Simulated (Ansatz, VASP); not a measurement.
## One calculation of BiW, two programs

```xyz
4
Lattice="4.5137 0.0000 0.0000 -2.2568 3.9089 0.0000 0.0000 0.0000 5.1153" Properties=species:S:1:pos:R:3 pbc="T T T"
W     0.0000    0.0000    0.0000
W     0.0000    0.0000    2.5576
Bi    0.0000    2.6060    1.2788
Bi    2.2568    1.3030    3.8365
```

Alike in both runs: functional PBE; k mesh 10 × 10 × 6; occupations gaussian, width 0.05 eV; no spin polarisation.

Ansatz relaxed the structure, and its values are those at the end. VASP's run is a single point on that final structure, the one shown.

|  | VASP | Ansatz |
| --- | --- | --- |
| version | VASP 6.6.1 | Ansatz 0.2.0 |
| potentials or method | VASP PAW PBE potentials, release 64 (W_sv, Bi_d) | scalar-relativistic, plane waves, PAW |
| plane-wave cutoff (eV) | 520 | 420 |
| valence electrons in the cell | 58 | 58 |

Ansatz gave:

```
gap on the k mesh at the Fermi level (eV) : none
pressure (GPa)                            : 7.1
```

**Question.** Estimate VASP's values.

**Answer.** gap on the k mesh at the Fermi level (eV): none; pressure (GPa): 7.3.

A gap of «none» marks a metal or a gap that the smearing closes.

Caveats: spin-orbit coupling is left out, which moves the levels of the heavy elements.
